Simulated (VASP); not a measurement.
All values below come from PBEsol GGA, VASP's PBE PAW potentials (set 64) (plane waves; VASP 6.6.1).

A VASP calculation is set up with these files.

INCAR:
```
NELM  =  100
ISIF  =  3   ! ions, shape and volume
PREC  =  Accurate
ENCUT  =  650   ! plane-wave cut-off (eV)
NFREE  =  2
IBRION  =  6   ! finite differences
ALGO  =  Normal   ! blocked Davidson
NSW  =  1
ISMEAR  =  0   ! Gaussian
SYSTEM  =  C
EDIFF  =  1E-7   ! SCF stop (eV)
LWAVE  =  F
POTIM  =  0.015
GGA  =  PS
LCHARG  =  F
LREAL  =  F   ! projection in real space or not
SIGMA  =  0.05
LASPH  =  T   ! aspherical one-centre terms
```

### KPOINTS
```
kpoints
0
gamma
11 11 11
0 0 0
```

### POSCAR
```
C
2.5149380
  0.0000000000   0.7071067920   0.7071067920
  0.7071067920   0.0000000000   0.7071067920
  0.7071067920   0.7071067920   0.0000000000
C
2
Direct
  0.0000000000   0.0000000000   0.0000000000
  0.2500000000   0.2500000000   0.2500000000
```

POTCAR, in this order: C (PBE.64 set). Program: vasp_std.

Output of the run:

OUTCAR:
```
 ion  position               nearest neighbor table
   1  0.000  0.000  0.000-   2 1.54   2 1.54   2 1.54   2 1.54
   2  0.250  0.250  0.250-   1 1.54   1 1.54   1 1.54   1 1.54
  LATTYP: Found a face centered cubic cell.
 ALAT       =     3.5566594826
 Subroutine PRICEL returns:
 Original cell was already a primitive cell.
 Subroutine GETGRP returns: Found 48 space group operations
The static configuration has the point symmetry T_d .
 The point group associated with its full space group is O_h .
The dynamic configuration has the point symmetry T_d .
 Subroutine INISYM returns: Found 48 space group operations
 Subroutine IBZKPT returns following result:
 Found     56 irreducible k-points:

 Following reciprocal coordinates:
            Coordinates               Weight
  0.000000  0.000000  0.000000      1.000000
  0.090909  0.000000  0.000000      8.000000
  0.181818  0.000000  0.000000      8.000000
  0.272727  0.000000  0.000000      8.000000
  0.363636  0.000000  0.000000      8.000000
  0.454545  0.000000  0.000000      8.000000
  0.090909  0.090909  0.000000      6.000000
  0.181818  0.090909  0.000000     24.000000
  0.272727  0.090909  0.000000     24.000000
  0.363636  0.090909  0.000000     24.000000
  0.454545  0.090909  0.000000     24.000000
 -0.454545  0.090909  0.000000     24.000000
 -0.363636  0.090909  0.000000     24.000000
 -0.272727  0.090909  0.000000     24.000000
 -0.181818  0.090909  0.000000     24.000000
 -0.090909  0.090909  0.000000     12.000000
  0.181818  0.181818  0.000000      6.000000
  0.272727  0.181818  0.000000     24.000000
  0.363636  0.181818  0.000000     24.000000
  0.454545  0.181818  0.000000     24.000000
 -0.454545  0.181818  0.000000     24.000000
 -0.363636  0.181818  0.000000     24.000000
 -0.272727  0.181818  0.000000     24.000000
...
```

### OUTCAR
```


 TOTAL ELASTIC MODULI (kBar)
 Direction    XX          YY          ZZ          XY          YZ          ZX
 --------------------------------------------------------------------------------
 XX       10679.9717   1391.3192   1391.3192      0.0000      0.0000      0.0000
 YY        1391.3192  10679.9717   1391.3192      0.0000     -0.0000     -0.0000
 ZZ        1391.3192   1391.3192  10679.9717     -0.0000      0.0000      0.0000
 XY           0.0000      0.0000     -0.0000   5734.6068     -0.0000      0.0000
 YZ           0.0000     -0.0000      0.0000     -0.0000   5734.6068      0.0000
 ZX           0.0000     -0.0000      0.0000      0.0000      0.0000   5734.6068
 --------------------------------------------------------------------------------
```
(Selected blocks of OUTCAR.)

The compound is C in the diamond structure. It was relaxed first.
